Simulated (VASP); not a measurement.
Data:

```
CELL_PARAMETERS angstrom
     -2.13000     2.13000     2.13000
      2.13000    -2.13000     2.13000
      2.13000     2.13000    -2.13000
ATOMIC_POSITIONS crystal
  Na 0.00000 0.00000 0.00000
```

The numbers are results of PBE GGA, VASP's PBE PAW potentials (set 64) (plane waves; VASP), not measurements. Run with 300 eV cut-off, 9×9×9 Γ-centred mesh, Fermi-Dirac smearing of 0.10 eV, potentials Na_pv.

At this cut-off the stress carries a Pulay error, which pulls relaxed volumes low. Energy and stress use the plane-wave basis of the starting cell.

### Question
The ions, cell shape and volume are relaxed. Give the cell that the relaxation ends in.

### Answer

```
CELL_PARAMETERS angstrom
     -2.09640     2.09640     2.09640
      2.09640    -2.09640     2.09640
      2.09640     2.09640    -2.09640
ATOMIC_POSITIONS crystal
  Na 0.00000 0.00000 0.00000
```
Space group Im-3m (229), at a tolerance of 0.03 Å.

### Question
How do energy and volume change from the first to the last step?

### Answer
The energy (σ→0) changes by -2.3 meV/atom and the volume by -4.7 %, in 6 ionic steps.

```
step  E(σ→0) (eV)  max force (eV/Å)  pressure (GPa)  volume (Å³)
----  -----------  ----------------  --------------  -----------
1         -1.3149             0.000           -0.41        38.65
2         -1.3161             0.000           -0.20        38.10
3         -1.3166             0.000           -0.15        37.77
4         -1.3172             0.000           -0.05        37.11
5         -1.3165             0.000            0.23        35.81
6         -1.3172             0.000            0.01        36.85
```

The structure is a typed Na crystal (Im-3m). This run relaxes it. Symmetry was kept, so distortions that lower it aren't found. The run is one of a series of settings (EDIFFG = -0.01, IBRION = 2, ISIF = 3, NSW = 50 against the base run), some of them coarse on purpose.
